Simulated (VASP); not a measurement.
The input files of a VASP run:

POSCAR:
```
ZnS
1
    1.9193998963    -3.3244980975     0.0000000000
    1.9193998963     3.3244980975    -0.0000000000
    0.0000000000    -0.0000000000     6.2954731419
Zn S
2 2
Direct
  0.6666670000   0.3333330000   0.5002404297
  0.3333330000   0.6666670000   0.0002404297
  0.6666670000   0.3333330000   0.8747595703
  0.3333330000   0.6666670000   0.3747595703
```

KPOINTS:
```
Automatic mesh
0
gamma
 6 6 3
0 0 0
```

**INCAR**
```
PARAM1 = 0.1833333333
LWAVE = .FALSE.
LASPH = .TRUE.
LCHARG = .FALSE.
LUSE_VDW = .TRUE.
NSW = 60   ! most ionic steps
ALGO = Normal
NELM = 100   ! most electronic steps
GGA = BO
EDIFF = 1E-6
LMAXMIX = 4
SYSTEM = ZnS
SIGMA = 0.05
ISMEAR = 0   ! Gaussian
AGGAC = 0.0
ISIF = 3   ! ions, shape and volume
PREC = Accurate
PARAM2 = 0.22
EDIFFG = -0.02   ! ionic stop
IBRION = 2   ! conjugate gradients
ENCUT = 520   ! plane-wave cut-off (eV)
LREAL = .FALSE.   ! projection in real space or not
```

POTCAR, in this order: Zn S (PBE.64 set). Program: vasp_std.

Q: Write an equivalent input for Quantum ESPRESSO's pw.x.

A: One equivalent input (not run):
```
&CONTROL
  calculation = 'vc-relax'
  pseudo_dir = './pseudo'
  outdir = './out'
  tprnfor = .true.
  tstress = .true.
  nstep = 60
  forc_conv_thr = 0.00078
/
&SYSTEM
  ibrav = 0
  nat = 4
  ntyp = 2
  ecutwfc = 84
  occupations = 'smearing'
  smearing = 'gaussian'
  degauss = 0.003675
  input_dft = 'vdw-df-obk8'
/
&ELECTRONS
  conv_thr = 7.3e-08
  electron_maxstep = 100
/
&IONS
/
&CELL
/
ATOMIC_SPECIES
  Zn 65.380 Zn.upf
  S 32.060 S.upf
CELL_PARAMETERS angstrom
     1.9193999   -3.3244981    0.0000000
     1.9193999    3.3244981   -0.0000000
     0.0000000   -0.0000000    6.2954731
ATOMIC_POSITIONS crystal
  Zn   0.6666670  0.3333330  0.5002404
  Zn   0.3333330  0.6666670  0.0002404
  S    0.6666670  0.3333330  0.8747596
  S    0.3333330  0.6666670  0.3747596
K_POINTS automatic
  6 6 3 0 0 0
```
Limits of the translation: the potentials are each code's own (VASP's PAW set, PseudoDojo norm-conserving files in pw.x), so ENCUT and ecutwfc are chosen apart and not converted; conv_thr bounds pw.x's estimated SCF error, while EDIFF bounds the energy change between steps; forc_conv_thr acts on force components and is met together with etot_conv_thr.

The compound is ZnS in the wurtzite structure, the high-temperature form. It was relaxed first. The start is the result of an earlier pass.
